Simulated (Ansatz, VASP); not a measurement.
# Cross-check of GaP between VASP and Ansatz

Wanted: the spread between two codes on one cell, functional and k mesh. The cell is taken from a series of runs on this material, whose earlier steps may have relaxed, scaled, displaced or heated it; both programs get it as it stands.

Program: Ansatz 0.2.0. Level of theory: plane waves, with VASP 6.6.1 beside it; zone-centre phonons at LDA. Results are calculated unless marked as measured.

## Step 1: Set-up

Symmetry: F-43m, No. 216, cubic system. The conventional cell has a = 5.391 Å, b = 5.391 Å, c = 5.391 Å, α = 90.00°, β = 90.00°, γ = 90.00°. Nearest to P lie 4 Ga at 2.33 Å. Nearest to Ga lie 4 P at 2.33 Å. Farther neighbours are not listed.

Structure file:

```cif
data_structure
_symmetry_space_group_name_H-M 'P 1'
_symmetry_Int_Tables_number 1
_cell_length_a 3.8123
_cell_length_b 3.8123
_cell_length_c 3.8123
_cell_angle_alpha 60.000
_cell_angle_beta 60.000
_cell_angle_gamma 60.000
_cell_volume 39.18
loop_
_atom_site_label
_atom_site_type_symbol
_atom_site_fract_x
_atom_site_fract_y
_atom_site_fract_z
_atom_site_occupancy
P1 P 0.75000 0.75000 0.75000 1
Ga2 Ga 0.00000 0.00000 0.00000 1
```

## Step 2: VASP: zone-centre phonons, LDA

Second derivatives magnify differences that forces hide, and they need a tight electronic threshold.

Lines of VASP's logs that name or quote its potential files are left out, and so is its time.

INCAR reads:

```
SYSTEM = GaP
PREC = Accurate
ENCUT = 500
EDIFF = 1E-08
NELM = 120
ISMEAR = -1
SIGMA = 0.03
LREAL = .FALSE.
ALGO = Normal
GGA = CA
NELECT = 17.984329
NBANDS = 14
LORBIT = 11
LWAVE = .FALSE.
LCHARG = .FALSE.
ISIF = 2
IBRION = 8
LASPH = .TRUE.
GGA_COMPAT = .FALSE.
KPAR = 2
```

POSCAR reads:

```
GaP
1.0
    0.0000000000      2.6957056919      2.6957056919
    2.6957056919      0.0000000000      2.6957056919
    2.6957056919      2.6957056919      0.0000000000
P Ga
1 1
Direct
    0.7500000000      0.7500000000      0.7500000000
    0.0000000000      0.0000000000      0.0000000000
```

KPOINTS reads:

```
Automatic mesh
0
Gamma
30 30 30
0 0 0
```

Potentials, in the order of the species: P and Ga_d (LDA family, release 64).

Launch:

```bash
$ mpirun -np 2 vasp_std
```

Numbers of over 12 decimals in the logs are rounded to 6 here.

The program printed:

```text
[banner, memory and clock lines left out]
running    2 mpi-ranks, on    1 nodes
 distrk:  each k-point on    1 cores,    2 groups
 distr:  one band on    1 cores,    1 groups

 POSCAR found type information on POSCAR P Ga
 POSCAR found :  2 types and       2 ions
 LDA part: xc-table for (Slater(with rela. corr.)+CA(PZ))
 , standard interpolation
 POSCAR, INCAR and KPOINTS ok, starting setup
 FFT: planning ... GRIDC
 FFT: planning ... GRID_SOFT
 FFT: planning ... GRID
 WAVECAR not read
 entering main loop
       N       E                     dE             d eps       ncg     rms          rms(c)
DAV:   1     0.791153882010E+02    0.79115E+02   -0.84188E+03 21616   0.170E+03
DAV:   2    -0.466011179343E+01   -0.83775E+02   -0.80407E+02 23594   0.324E+02
DAV:   3    -0.107427420872E+02   -0.60826E+01   -0.60518E+01 26312   0.720E+01
DAV:   4    -0.108490274217E+02   -0.10629E+00   -0.10622E+00 25792   0.103E+01
DAV:   5    -0.108513278768E+02   -0.23005E-02   -0.23003E-02 27530   0.130E+00BRMIX: very serious problems
 the old and the new charge density differ
 old charge density:    18.00000 new   17.98433
BRMIX: very serious problems
 the old and the new charge density differ
 old charge density:    18.00000 new   17.98433
    0.447E+00
DAV:   6    -0.105823327052E+02    0.26900E+00   -0.39675E-01 32290   0.121E+01    0.287E+00
DAV:   7    -0.105328319321E+02    0.49501E-01   -0.95661E-02 26540   0.239E+00    0.106E+00
DAV:   8    -0.105283198612E+02    0.45121E-02   -0.12575E-02 26578   0.140E+00    0.201E-01
DAV:   9    -0.105282863088E+02    0.33552E-04   -0.10484E-03 32016   0.460E-01    0.626E-02
DAV:  10    -0.105282827256E+02    0.35832E-05   -0.50121E-05 32332   0.865E-02    0.227E-02
DAV:  11    -0.105282887548E+02   -0.60292E-05   -0.76870E-06 26880   0.438E-02    0.639E-03
DAV:  12    -0.105282885670E+02    0.18773E-06   -0.54633E-07 28692   0.942E-03    0.425E-03
DAV:  13    -0.105282885613E+02    0.57521E-08   -0.14015E-07 27044   0.389E-03    0.725E-04
DAV:  14    -0.105282885605E+02    0.72487E-09   -0.59678E-09 16528   0.116E-03
   1 F= -.10528289E+02 E0= -.10528042E+02  d E =-.492832E-03
 Linear response reoptimize wavefunctions to high precision
DAV:   1    -0.105282885607E+02   -0.17235E-09   -0.14583E-09 18976   0.414E-04
DAV:   2    -0.105282885607E+02   -0.23647E-10   -0.23099E-10 12532   0.159E-04
 Linear response DOF=           2
 Linear response progress:
  Degree of freedom:   1/  2
       N       E                     dE             d eps       ncg     rms          rms(c)
RMM:   1    -0.507566887733E-01   -0.50757E-01    0.52746E-03240921   0.195E+00
RMM:   2    -0.473263205373E-01    0.34304E-02   -0.65608E-03189824   0.596E-01    0.121E-01
RMM:   3    -0.473914854250E-01   -0.65165E-04   -0.51765E-04210092   0.188E-01    0.591E-02
RMM:   4    -0.476791779859E-01   -0.28769E-03   -0.90334E-05201983   0.748E-02    0.116E-02
RMM:   5    -0.476859454361E-01   -0.67675E-05   -0.10159E-05217569   0.249E-02    0.689E-03
RMM:   6    -0.476674093140E-01    0.18536E-04   -0.18996E-06203936   0.940E-03    0.369E-03
RMM:   7    -0.476709978050E-01   -0.35885E-05   -0.16601E-07212875   0.362E-03    0.137E-03
RMM:   8    -0.476679602499E-01    0.30376E-05   -0.52721E-09206594   0.135E-03    0.114E-04
RMM:   9    -0.476676928408E-01    0.26741E-06    0.76340E-09213240   0.407E-04    0.545E-05
RMM:  10    -0.476677736460E-01   -0.80805E-07    0.18208E-09208805   0.144E-04    0.310E-06
RMM:  11    -0.476677775191E-01   -0.38730E-08    0.54117E-10215092   0.524E-05    0.366E-06
 first order change of Fermi-energy   0.12373E-03
 force on displaced ion       1 direction 1 :  -9.697  -0.000  -0.000
 Linear response progress:
  Degree of freedom:   2/  2
       N       E                     dE             d eps       ncg     rms          rms(c)
RMM:   1    -0.167072154758E+00   -0.16707E+00    0.11757E-01133520   0.927E+00
RMM:   2    -0.165026729066E+00    0.20454E-02   -0.28822E-02200530   0.158E+00    0.613E-02
RMM:   3    -0.165481986007E+00   -0.45526E-03   -0.39286E-03210300   0.454E-01    0.455E-02
RMM:   4    -0.165379234982E+00    0.10275E-03   -0.11680E-03218789   0.171E-01    0.113E-02
RMM:   5    -0.165367631158E+00    0.11604E-04   -0.52190E-05217626   0.441E-02    0.541E-03
RMM:   6    -0.165369706824E+00   -0.20757E-05   -0.12382E-05214621   0.162E-02    0.885E-04
RMM:   7    -0.165367776229E+00    0.19306E-05   -0.40216E-06217232   0.659E-03    0.311E-04
RMM:   8    -0.165365973043E+00    0.18032E-05   -0.22727E-06219082   0.285E-03    0.825E-05
RMM:   9    -0.165365995220E+00   -0.22177E-07   -0.13000E-06220340   0.121E-03    0.460E-05
RMM:  10    -0.165365623053E+00    0.37217E-06   -0.67144E-07219031   0.552E-04    0.159E-05
RMM:  11    -0.165365529155E+00    0.93897E-07   -0.34424E-07223501   0.251E-04    0.480E-06
RMM:  12    -0.165365521346E+00    0.78089E-08   -0.20086E-07221670   0.119E-04    0.353E-06
RMM:  13    -0.165365503462E+00    0.17885E-07   -0.10446E-07218598   0.577E-05    0.331E-06
RMM:  14    -0.165365455222E+00    0.48240E-07   -0.71834E-08210308   0.319E-05    0.191E-06
RMM:  15    -0.165365469505E+00   -0.14283E-07   -0.27800E-08203238   0.170E-05    0.382E-07
RMM:  16    -0.165365465984E+00    0.35203E-08   -0.23490E-08157948   0.100E-05    0.120E-07
 first order change of Fermi-energy  -0.94609E-05
 force on displaced ion       2 direction 1 :  -9.704   0.000   0.000
 Linear response finished
```

OUTCAR, selected parts (step 2):

```text
NELECT = 17.984329

 ion  position               nearest neighbor table
   1  0.750  0.750  0.750-   2 2.33   2 2.33   2 2.33   2 2.33
   2  0.000  0.000  0.000-   1 2.33   1 2.33   1 2.33   1 2.33

  LATTYP: Found a face centered cubic cell.
 ALAT       =     5.3914113838

 Subroutine GETGRP returns: Found 24 space group operations
 (whereof 24 operations were pure point group operations)

The static configuration has the point symmetry T_d .

 Found    752 irreducible k-points:

   k-points           NKPTS =    752   k-points in BZ     NKDIM =    752   number of bands    NBANDS=     14

   dimension x,y,z NGX =    28 NGY =   28 NGZ =   28
   dimension x,y,z NGXF=    56 NGYF=   56 NGZF=   56

   ENCUT  =  500.0 eV  36.75 Ry    6.06 a.u.   6.95  6.95  6.95*2*pi/ulx,y,z

 k-points in reciprocal lattice and weights: Automatic mesh
   0.00000000  0.00000000  0.00000000       0.000
   0.03333333  0.00000000  0.00000000       0.000
   0.06666667  0.00000000  0.00000000       0.000
   0.10000000  0.00000000  0.00000000       0.000
   0.13333333  0.00000000  0.00000000       0.000
   0.16666667  0.00000000  0.00000000       0.000
   0.20000000  0.00000000  0.00000000       0.000
   0.23333333  0.00000000  0.00000000       0.000
   0.26666667  0.00000000  0.00000000       0.000
[...]
-0.26666667  0.46666667  0.23333333       0.001
  -0.26666667  0.50000000  0.23333333       0.000

 average (electrostatic) potential at core
       1 -84.3344       2 -66.2644

  Total       -0.1393229     -0.1393229     -0.1393229      0.0000000      0.0000000     -0.0000000
  in kB       -5.6975184     -5.6975184     -5.6975184      0.0000000      0.0000000     -0.0000000
  external PRESSURE =      -5.6975184 kB  Pullay stress =       0.0000000 kB

  energy-cutoff  :      500.00
  volume of cell :       39.18
      direct lattice vectors                 reciprocal lattice vectors
     0.000000000  2.695705692  2.695705692    -0.185480189  0.185480189  0.185480189
     2.695705692  0.000000000  2.695705692     0.185480189 -0.185480189  0.185480189
     2.695705692  2.695705692  0.000000000     0.185480189  0.185480189 -0.185480189

 POSITION                                       TOTAL-FORCE (eV/Angst)
 -----------------------------------------------------------------------------------
      4.04356      4.04356      4.04356        -0.000000     -0.000000     -0.000000
      0.00000      0.00000      0.00000         0.000000      0.000000      0.000000
 -----------------------------------------------------------------------------------
    total drift:                               -0.000000     -0.000000     -0.000000

 Eigenvectors and eigenvalues of the dynamical matrix
 ----------------------------------------------------

   1 f  =   10.513158 THz    66.056119 2PiTHz  350.681200 cm-1    43.478908 meV
             X         Y         Z           dx          dy          dz
      4.043559  4.043559  4.043559    -0.815952   -0.162722   -0.000000
      0.000000  0.000000  0.000000     0.544034    0.108494   -0.000000

   2 f  =   10.513158 THz    66.056119 2PiTHz  350.681200 cm-1    43.478908 meV
             X         Y         Z           dx          dy          dz
      4.043559  4.043559  4.043559    -0.162722    0.815952   -0.000000
      0.000000  0.000000  0.000000     0.108494   -0.544034    0.000000

   3 f  =   10.513158 THz    66.056119 2PiTHz  350.681200 cm-1    43.478908 meV
             X         Y         Z           dx          dy          dz
      4.043559  4.043559  4.043559     0.000000    0.000000    0.832019
      0.000000  0.000000  0.000000     0.000000   -0.000000   -0.554747

   4 f/i=    0.001683 THz     0.010572 2PiTHz    0.056125 cm-1     0.006959 meV
             X         Y         Z           dx          dy          dz
      4.043559  4.043559  4.043559    -0.005762    0.283795   -0.476624
      0.000000  0.000000  0.000000    -0.008642    0.425642   -0.714850

   5 f/i=    0.001683 THz     0.010572 2PiTHz    0.056125 cm-1     0.006959 meV
             X         Y         Z           dx          dy          dz
      4.043559  4.043559  4.043559     0.554564   -0.008243   -0.011612
      0.000000  0.000000  0.000000     0.831745   -0.012364   -0.017416

   6 f/i=    0.001683 THz     0.010572 2PiTHz    0.056125 cm-1     0.006959 meV
             X         Y         Z           dx          dy          dz
      4.043559  4.043559  4.043559    -0.013023   -0.476588   -0.283616
      0.000000  0.000000  0.000000    -0.019532   -0.714795   -0.425373

 ELASTIC MODULI CONTR FROM IONIC RELAXATION (kBar)
 Direction    XX          YY          ZZ          XY          YZ          ZX
 --------------------------------------------------------------------------------
 XX          -0.0000      0.0000     -0.0000      0.0000     -0.0000     -0.0000
 YY           0.0000     -0.0000     -0.0000     -0.0000      0.0000      0.0000
 ZZ          -0.0000     -0.0000     -0.0000     -0.0000     -0.0000     -0.0000
 XY           0.0000     -0.0000     -0.0000   -284.0261      0.0000      0.0000
 YZ          -0.0000      0.0000     -0.0000      0.0000   -284.0261      0.0000
 ZX          -0.0000      0.0000     -0.0000      0.0000      0.0000   -284.0261
 --------------------------------------------------------------------------------
```

The cell is charged against a uniform background.

## Step 3: Ansatz: zone-centre phonons, LDA

Ansatz runs on its PAW soft_1 files.

The same cell, functional (in two slightly different forms), mesh and smearing now go to Ansatz, which takes its cutoff from its data sets.

input.yaml reads:

```yaml
crystal:
  lattice:
    - [0.0, 2.6957056919, 2.6957056919]
    - [2.6957056919, 0.0, 2.6957056919]
    - [2.6957056919, 2.6957056919, 0.0]
  atoms:
    - { symbol: P, position: [0.75, 0.75, 0.75] }
    - { symbol: Ga, position: [0.0, 0.0, 0.0] }
total_charge: 0.015671
kpoints:
  mp_grid: { grid: [30, 30, 30] }
hamiltonian:
  xc: lda
  pseudopotentials: { kind: paw, azcp: { folder: soft_1 }, xc_functional: pbe }
scf:
  occupations: { method: fermi_dirac, width: 0.03 }
output:
  eigenvalues: true
phonons:
  method: dfpt
```

Launch:

```bash
$ ansatz run input.yaml --threads 8 --pin off --max-ram 16384MiB --backend cpu --events-out ev --progress --plain --runs-dir out
```

The program printed:

```text
zone centre: on kpoints.mp_grid the ground state, and the responses unless they are solved on pairs of k-points, stand on 1992 of the mesh's 27000 k-points, reduced under 8 symmetry operations, with k and −k counted as one. Each operation leaves every solved displacement unchanged or reverses it
Engine: ansatz 0.2.0, aarch64-unknown-linux-gnu
Pseudopotentials: kind: paw
Pseudopotential: P, paw, valence charge 5, recommended cutoff 420 eV (normal), soft_1/P.paw.azcp
Pseudopotential: Ga, paw, valence charge 13, recommended cutoff 420 eV (normal), soft_1/Ga.paw.azcp
Functional definition: SPW92
  exchange = slater_x
  correlation = pw_c
Crystal: 2 atoms, lattice volume = 39.178 Å³
Basis set: ecut = 420 eV, 749 PW (Γ), exchange–correlation on 54×54×54 points (8 copies of the dense FFT grid, shifted against one another)
Bands: 13, of which v1, the nominal top of the filled ones, is band 9 counted from 1 (8 counted from 0)
Symmetry: 24 space group operations
k-points: 1992 of 27000 (irreducible under 8 space group operations, time reversal used)
Non-local potential: P, projectors of the file, l = 0: 2, l = 1: 2, l = 2: 1
Non-local potential: Ga, projectors of the file, l = 0: 2, l = 1: 2, l = 2: 3, l = 3: 1
PAW form: soft (Blöchl's): semilocal exchange-correlation on the pseudo side does not see the compensation charge
PAW frozen core: P, regenerated for the run's functional, and the local potential with it (the file was generated under x = pbe(κ = 0.804, μ = 0.219515), c = pbe(β = 0.066725))
PAW frozen core: Ga, regenerated for the run's functional, and the local potential with it (the file was generated under x = pbe(κ = 0.804, μ = 0.219515), c = pbe(β = 0.066725))
PAW one-centre angular grid: P, 110 points (default); XC on 64 Gauss nodes
PAW one-centre angular grid: Ga, 590 points (default); XC on 64 Gauss nodes
Initial density: superposition of atomic densities (chi_scale 0.1, normalization cell, long waves kept (reshape's long-wave potential 0.00 eV rms))
Initial wavefunctions: pseudopotential atomic-orbital guess
Functional: x = slater, c = lda
SCF iter   1: F=—  HF=-4434.083912 eV  |F-HF|=—  |Δ(HF+E_count)|=         —  Δρ=4.59e-2  dr2=6.61e-1  ethr=3.10e-3  ⟨swp⟩=6.4  Hψ=181320  notcnv=0
preconditioner: auto → Kerker (q_TF=auto, 2.396 Å⁻¹)  [metal: Δε(μ)=0.002 eV  Ē_g=15.600 eV  σ=0.030 eV  W_gap=0.01  n_scr=14 (ndim 8)  ℏωp=25.2 eV  f_vac=0.000  D(μ)=0.18/eV (n_scr^D=0)]
SCF iter   2: F=—  HF=-4433.963059 eV  |F-HF|=—  |Δ(HF+E_count)|=   1.21e-1  Δρ=2.77e-2  dr2=2.59e-1  ethr=3.10e-3  ⟨swp⟩=2.0  Hψ=49676  notcnv=0
SCF iter   3: F=—  HF=-4433.890805 eV  |F-HF|=—  |Δ(HF+E_count)|=   7.23e-2  Δρ=5.02e-3  dr2=1.35e-2  ethr=1.44e-3  ⟨swp⟩=2.8  Hψ=41233  notcnv=0
SCF iter   4: F=—  HF=-4433.886929 eV  |F-HF|=—  |Δ(HF+E_count)|=   3.88e-3  Δρ=2.90e-3  dr2=5.13e-3  ethr=7.50e-5  ⟨swp⟩=2.7  Hψ=53227  notcnv=0
SCF iter   5: F=—  HF=-4433.885103 eV  |F-HF|=—  |Δ(HF+E_count)|=   1.83e-3  Δρ=1.28e-3  dr2=6.51e-4  ethr=2.85e-5  ⟨swp⟩=2.0  Hψ=51800  notcnv=0
SCF iter   6: F=—  HF=-4433.885236 eV  |F-HF|=—  |Δ(HF+E_count)|=   1.33e-4  Δρ=1.62e-4  dr2=9.68e-6  ethr=3.62e-6  ⟨swp⟩=2.0  Hψ=43457  notcnv=0
SCF iter   7: F=—  HF=-4433.885243 eV  |F-HF|=—  |Δ(HF+E_count)|=   7.45e-6  Δρ=5.00e-5  dr2=5.10e-7  ethr=5.38e-8  ⟨swp⟩=3.0  Hψ=44115  notcnv=0
SCF iter   8: F=—  HF=-4433.885244 eV  |F-HF|=—  |Δ(HF+E_count)|=   7.33e-7  Δρ=8.41e-6  dr2=2.38e-8  ethr=2.84e-9  ⟨swp⟩=2.5  Hψ=44137  notcnv=0
SCF iter   9: F=—  HF=-4433.885244 eV  |F-HF|=—  |Δ(HF+E_count)|=   8.27e-9  Δρ=1.92e-6  dr2=2.20e-9  ethr=1.32e-10  ⟨swp⟩=2.7  Hψ=44939  notcnv=0
SCF iter  10: F=—  HF=-4433.885244 eV  |F-HF|=—  |Δ(HF+E_count)|=  5.06e-10  Δρ=5.21e-7  dr2=1.63e-10  ethr=1.22e-11  ⟨swp⟩=1.0  Hψ=25899  notcnv=0
SCF iter  11: F=-4433.885244 eV  HF=-4433.885244 eV  |F-HF|=3.64e-12  |Δ(HF+E_count)|=  3.73e-11  Δρ=1.22e-7  dr2=4.30e-12  ethr=1.00e-12  ⟨swp⟩=6.5  Hψ=155729  notcnv=0
SCF 1 converged in 11 iterations: F = -4433.885244 eV  dr2 = 4.30e-12
  greatest PAW one-centre occupation: 0.994 electrons in one spin orbital (limit 2), on the Ga atom at site 1 (counted from 0), in its partial waves of l = 2
DFPT response loops at Γ: preconditioner auto → Kerker (q_TF=auto, 2.396 Å⁻¹) (partly filled bands, converged f_vac=0.003); β = 1.00, the filter's whole step (`scf.mixing.beta` (0.50) is not read by the response loops under this deck's `scf.mixing.preconditioner`; to damp them name `kerker` or `kerker_dos`, under which they read `scf.mixing.beta`, and type it under 1.00, their step now; both keys bind the ground state too); Broyden in place of MSR1
SCF converged after 11 iterations
Free energy (F): -4433.885244 eV
Harris-Foulkes:  -4433.885244 eV  (|F-HF|=3.64e-12)
Internal energy: -4433.884752 eV  (E = F + TS)
E sigma→0 (E₀):  -4433.884998 eV
Entropy (-TS):   -0.000492 eV (-0.246 meV/atom)
Fermi energy:    7.102467 eV
--- Per-component energies (eV) ---
  E_band       = -58.760605
  E_kinetic    = 181.855250
  E_local      = -1658.695330  (includes V_loc(G=0)·N_el)
  E_nonlocal   = -57.334243
  E_hartree    = 1006.293673
  E_xc         = -135.769483
  E_vxc        = -118.358683  (∫ρ·V_xc dr)
  E_paw        = -2445.049043  (= ΣΔE_a)
  E_vpaw       = -418.814712  (= ΣTr[D̂ρ^β])
  E_aug_tail   = -0.000182  (compensation charges beyond the density's cutoff)
  E_ewald      = -1327.031227
  E_core_change = 1.845833  (= ΣΔE_core)
  E_smearing   = -0.000492  (= −TS)
  E_closure    = 0.000000  (closes the sum)
  E_deformation_potential = 0.218093  (in the stress; not in F)
  Σ components = -4433.885244   (vs F -4433.885244, Δ=0.00e0)
--- Band table (eV; the first three rows and the last of 1992) ---
  k-point 0: bands = [... 5 lower, -5.5261, 7.2384, 7.2384, 7.2384, 9.1225, 11.0263, 11.0263, 11.0263]
  k-point 1: bands = [... 5 lower, -5.5109, 7.0444, 7.2183, 7.2183, 9.2541, 11.0489, 11.0567, 11.0567]
  k-point 2: bands = [... 5 lower, -5.4655, 6.5869, 7.1607, 7.1607, 9.5007, 11.1437, 11.1437, 11.1471]
  k-point 1991: bands = [... 5 lower, -2.2709, 0.4579, 3.4768, 3.6187, 11.7489, 12.0295, 13.3731, 13.4147]
--- Phonons (Γ-DFPT): 2 representative perturbations + reference, on 1992 of 27000 k-points (Σ response iterations 6) ---
  k mesh reduced under 8 symmetry operations, with k and −k counted as one. Each operation leaves every solved displacement unchanged or reverses it
  ASR residual: 7.607e-5 → 0.000e0 eV/Å²; symmetrization residual: 1.218e-6 eV/Å²
  ASR residual per site (eV/Å²): 1.63e-5 7.61e-5
  Γ frequencies (cm⁻¹): 0.00 0.00 0.00 350.61 350.61 350.61
  non-analytic LO–TO correction: not included (Born effective charges unavailable; polar crystals: no LO–TO splitting at Γ)
```

## Step 4: Comparison

Known differences besides the potentials themselves: the two LDA forms differ slightly; the cutoff is 420 eV in Ansatz and 500 eV in VASP; VASP's log shows a relativistic correction to its local exchange, Ansatz's none. Total energies have different zeros and are not compared.

Both answers:

```csv
quantity,Ansatz,VASP,difference
optical mode 1 to 3 (cm⁻¹),350.6,350.7,-0.02 %
```

Modes are paired by rising frequency, not by their patterns, so a pair may set unlike modes beside each other; they are those without the splitting of longitudinal modes. The cell carries a charge of +0.015671 e against a uniform background, so its pressure also hangs on how the neutralising background is counted, and in a defect's cell a gap may be the spacing between its levels.

## Step 5: What came out

| Property | Result |
| --- | --- |
| r.m.s. difference of the optical zone-centre modes, each program's sorted by frequency (zone-centre phonons, LDA) | 0.071 cm⁻¹ |

In words: The r.m.s. difference of the optical zone-centre modes, each program's sorted by frequency is 0.071 cm⁻¹ (zone-centre phonons, LDA). How closely two codes agree says nothing of how well the functional describes the real material.

[Lines on the potential files, build, host, timing and source positions are cut from VASP's logs without a mark.]

[Logs are printed without paths, hosts, clocks, repeated set-up lines and the standing remarks that a program may print on its own settings, such as how far it seeks lower states.]

[Hosts, paths, dates, database ids (printed as entryN), source tags and the programs' standing remarks are cut or masked in the printed files.]
